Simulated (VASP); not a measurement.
A cell of TmB₂ (space group P6/mmm) near equilibrium:

```
TmB2
1.0
    3.23730     0.00000     0.00000
   -1.61865     2.80359     0.00000
    0.00000     0.00000     3.73194
Tm B
1 2
Cartesian
  0.00000   0.00000   0.00000
  0.00000   1.86906   1.86597
  1.61865   0.93453   1.86597
```

The numbers are results of PBEsol GGA, VASP's PBE PAW potentials (set 64) (plane waves; VASP), not measurements.

The 4f electrons are frozen in the core of the lanthanide potential, so 4f levels, which can set the real gap, and their magnetism are missing.

```json
[
 {"run": "as it is", "ΔE (meV/atom)": "0.0", "σxx": "0.02", "σyy": "0.02", "σzz": "0.18", "largest shear component, with its sign (GPa)": "0.00", "largest force (eV/Å)": "0.000"},
 {"run": "after one change", "ΔE (meV/atom)": "62.7", "σxx": "2.04", "σyy": "2.04", "σzz": "1.04", "largest shear component, with its sign (GPa)": "0.00", "largest force (eV/Å)": "1.931"}
]
```
Stress is in GPa, positive when the cell is compressed.

### Question
Name the change that produced these shifts.
A. biaxial strain of +1.5 % in the xz plane with the ions relaxed
B. atom 2 (B) moved by 0.200 Å along z
C. uniaxial strain of +4.0 % along z
D. biaxial strain of -0.5 % in the xz plane

### Answer
B, atom 2 (B) moved by 0.200 Å along z

The structure comes from a computed database's TmB2 entry (P6/mmm); how it stands against other phases isn't given here. The electron count is odd and the run is not spin-polarised, which forces a metal.
